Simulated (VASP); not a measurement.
Level of theory: PBE GGA, VASP's PBE PAW potentials (set 64) (plane waves; VASP 6.6.1).

The input files of a VASP run:

**KPOINTS**
```
Automatic mesh
0
Gamma
7 7 7
```

POSCAR:
```
GaP
1
    0.0000000000     2.7795000000     2.7795000000
    2.7795000000     0.0000000000     2.7795000000
    2.7795000000     2.7795000000     0.0000000000
Ga P
1 1
Direct
  0.0000000000   0.0000000000   0.0000000000
  0.2500000000   0.2500000000   0.2500000000
```

**INCAR**
```
ALGO=Conjugate
EDIFF=1E-6
ENCUT=400
GGA=PE
ISIF=2
ISMEAR=0
LASPH=.TRUE.
LCHARG=.FALSE.
LMAXMIX=4
LREAL=.FALSE.
LWAVE=.FALSE.
NELM=100
PREC=Accurate
SIGMA=0.05
SYSTEM=GaP
```

POTCAR, in this order: Ga_d P (PBE.64 set). Program: vasp_std.

Q: Predict the energy per atom (σ→0), pressure.

A: 
```
Property                       Result
---------------------  --------------
energy per atom (σ→0)  -4.556 eV/atom
pressure                    -2.26 GPa
```

### OSZICAR
```
...
CGA:  10    -0.911195349157E+01   -0.32628E-02   -0.32644E-02   260   0.190E-02  -0.389E-04
CGA:  11    -0.911258618797E+01   -0.63270E-03   -0.63294E-03   260   0.650E-03  -0.209E-05
CGA:  12    -0.911273173027E+01   -0.14554E-03   -0.14555E-03   260   0.922E-04   0.133E-05
CGA:  13    -0.911276436365E+01   -0.32633E-04   -0.32489E-04   260   0.247E-04   0.116E-05
CGA:  14    -0.911277070014E+01   -0.63365E-05   -0.63358E-05   260   0.537E-05   0.497E-07
CGA:  15    -0.911277279748E+01   -0.20973E-05   -0.20722E-05   260   0.135E-05   0.174E-06
CGA:  16    -0.911277317885E+01   -0.38137E-06   -0.37890E-06   260   0.424E-06   0.148E-06
   1 F= -.91127732E+01 E0= -.91127732E+01  d E =-.393715E-16
```

The compound is GaP in the zinc blende structure. The cell was not relaxed at this level. The run is one of a series of settings (ALGO = Conjugate against the base run), some of them coarse on purpose.
